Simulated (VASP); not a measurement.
VASP runs on VSe2 (a trial cell in the fluorite structure, space group Fm-3m) share one base input (PBE GGA, plane waves, VASP's PBE PAW potentials (set 64)) and change the settings named in each case.

**POSCAR**
```
VSe2
1.0
  0.0000000000   2.9865470000   2.9865470000
  2.9865470000   0.0000000000   2.9865470000
  2.9865470000   2.9865470000   0.0000000000
V Se
1 2
Cartesian
  0.0000000000   0.0000000000   0.0000000000
  1.4932735000   1.4932735000   1.4932735000
  4.4798205000   4.4798205000   4.4798205000
```

**KPOINTS**
```
Automatic mesh
0
Gamma
6 6 6
0 0 0
```

### INCAR
```
SYSTEM = VSe2
PREC = Accurate; ENCUT = 400; LREAL = .FALSE.
LASPH = .TRUE.
EDIFF = 1E-6; NELM = 100; ALGO = Normal
LMAXMIX = 4
ISMEAR = 0; SIGMA = 0.05
GGA = PE
MAGMOM = 2.0 2*0.0
ISPIN = 2
ISIF = 2
LWAVE = .FALSE.; LCHARG = .FALSE.; LORBIT = 10
```

POTCAR, in this order: V_sv Se (PBE.64 set). Program: vasp_std.

```json
[
 {"change": "base run", "E(σ→0) (eV/atom)": "-5.6310", "pressure (GPa)": "11.74", "moment (μB)": "1.74", "−TS (eV)": "-0.0020", "irreducible k-points": "16"},
 {"change": "KGAMMA = .TRUE., KSPACING = 0.25, KPOINTS file removed", "E(σ→0) (eV/atom)": "-5.6278", "pressure (GPa)": "11.84", "moment (μB)": "1.77", "−TS (eV)": "-0.0029", "irreducible k-points": "29"},
 {"change": "KGAMMA = .TRUE., KSPACING = 0.2, KPOINTS file removed", "E(σ→0) (eV/atom)": "-5.6261", "pressure (GPa)": "11.87", "moment (μB)": "1.79", "−TS (eV)": "-0.0027", "irreducible k-points": "47"},
 {"change": "KGAMMA = .TRUE., KSPACING = 0.5, KPOINTS file removed", "E(σ→0) (eV/atom)": "…", "pressure (GPa)": "…", "moment (μB)": "…", "−TS (eV)": "…", "irreducible k-points": "8"},
 {"change": "KGAMMA = .FALSE., KSPACING = 0.4, KPOINTS file removed", "E(σ→0) (eV/atom)": "-5.6398", "pressure (GPa)": "11.55", "moment (μB)": "1.72", "−TS (eV)": "-0.0024", "irreducible k-points": "10"},
 {"change": "KGAMMA = .FALSE., KSPACING = 0.6, KPOINTS file removed", "E(σ→0) (eV/atom)": "-5.6403", "pressure (GPa)": "11.72", "moment (μB)": "1.71", "−TS (eV)": "-0.0036", "irreducible k-points": "10"}
]
```

**Question.** Complete the blanks.

**Answer.** 
- KGAMMA = .TRUE., KSPACING = 0.5, KPOINTS file removed, E(σ→0) (eV/atom): -5.6055
- KGAMMA = .TRUE., KSPACING = 0.5, KPOINTS file removed, pressure (GPa): 12.41
- KGAMMA = .TRUE., KSPACING = 0.5, KPOINTS file removed, moment (μB): 1.51
- KGAMMA = .TRUE., KSPACING = 0.5, KPOINTS file removed, −TS (eV): -0.0053

The moments were started parallel, and other spin orders were not tried in this run.

Left out are runs that ran out of time, are held back, or changed the cell or the kind of run, fixed moments of cells without a moment, rows past the twelfth, gaps on odd meshes, pressures of charged cells and columns that move by less than the noise.

The structure was generated: VSe2 was put into the fluorite type (Fm-3m), which need not be its known phase. The cell was not relaxed at this level.
